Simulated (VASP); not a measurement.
The system is CuB12.

```
Cu B
1.0
     4.51091    0.00000    0.00000
     0.00000    4.51091    0.00000
     0.00000    0.00000    4.51091
Cu B
1 12
Direct
  0.50000 0.50000 0.50000
  0.34713 0.00000 0.00000
  0.65287 0.00000 0.00000
  0.00000 0.34713 0.00000
  0.00000 0.65287 0.00000
  0.00000 0.00000 0.34713
  0.00000 0.00000 0.65287
  0.15851 0.50000 0.50000
  0.84149 0.50000 0.50000
  0.50000 0.15851 0.50000
  0.50000 0.84149 0.50000
  0.50000 0.50000 0.15851
  0.50000 0.50000 0.84149
```

The cell was built by a generator and needn't be a form met in nature.

The cell isn't the ideal one: random cell by space group and Wyckoff sites (Pm-3m, No. 221).

| Property | Result |
| --- | --- |
| Program | VASP 6.6.1 |
| Task | relaxation of cell and atoms |
| Functional | PBE |
| Potentials or basis | VASP PAW PBE potentials, release 64 (Cu, B) |
| Cutoff | 600 eV |
| k mesh | 4 × 4 × 4 |
| Occupations | gaussian, width 0.1 eV |
| Spin | no spin polarisation |

At the start: pressure 105.7 GPa; volume 7.06 Å³/atom.

Where does the relaxation end?

Over 16 steps the energy falls by 1081.4 meV/atom and the volume is 9.53 Å³/atom (+34.9 %); space group Pm-3m (No. 221, to 0.05 Å).

Step by step:
```csv
step,energy change (eV),largest force (eV/Å),pressure (GPa),volume (Å³)
1,0.0000,12.5309,105.69,91.79
2,64.7767,103.1285,74.20,168.61
3,-6.7808,21.6086,38.00,108.28
4,-8.1242,17.0708,43.01,104.42
5,-8.3137,6.1802,-13.02,167.06
6,-13.8764,2.1706,-1.72,127.02
7,-13.9849,1.4125,0.40,124.81
8,-14.0271,0.4707,3.03,122.39
9,-14.0263,0.6271,2.55,122.77
10,-14.0477,0.1556,-0.76,125.51
11,-14.0507,0.1304,0.06,124.79
12,-14.0527,0.1143,0.10,124.64
13,-14.0563,0.1227,0.31,124.18
14,-14.0568,0.1815,0.37,123.97
15,-14.0579,0.0842,0.34,123.92
16,-14.0583,0.0211,0.28,123.86
```

Final structure:
```cif
data_structure
_symmetry_space_group_name_H-M 'P 1'
_symmetry_Int_Tables_number 1
_cell_length_a 4.9848
_cell_length_b 4.9848
_cell_length_c 4.9848
_cell_angle_alpha 90.000
_cell_angle_beta 90.000
_cell_angle_gamma 90.000
_cell_volume 123.86
loop_
_atom_site_label
_atom_site_type_symbol
_atom_site_fract_x
_atom_site_fract_y
_atom_site_fract_z
_atom_site_occupancy
Cu1 Cu 0.50000 0.50000 0.50000 1
B1 B 0.27561 0.00000 0.00000 1
B2 B 0.72439 0.00000 0.00000 1
B3 B 0.00000 0.27561 0.00000 1
B4 B 0.00000 0.72439 0.00000 1
B5 B 0.00000 0.00000 0.27561 1
B6 B 0.00000 0.00000 0.72439 1
B7 B 0.14881 0.50000 0.50000 1
B8 B 0.85119 0.50000 0.50000 1
B9 B 0.50000 0.14881 0.50000 1
B10 B 0.50000 0.85119 0.50000 1
B11 B 0.50000 0.50000 0.14881 1
B12 B 0.50000 0.50000 0.85119 1
```

Caveat: the volume moved by over 15 % at a fixed basis, so the end points are rough.
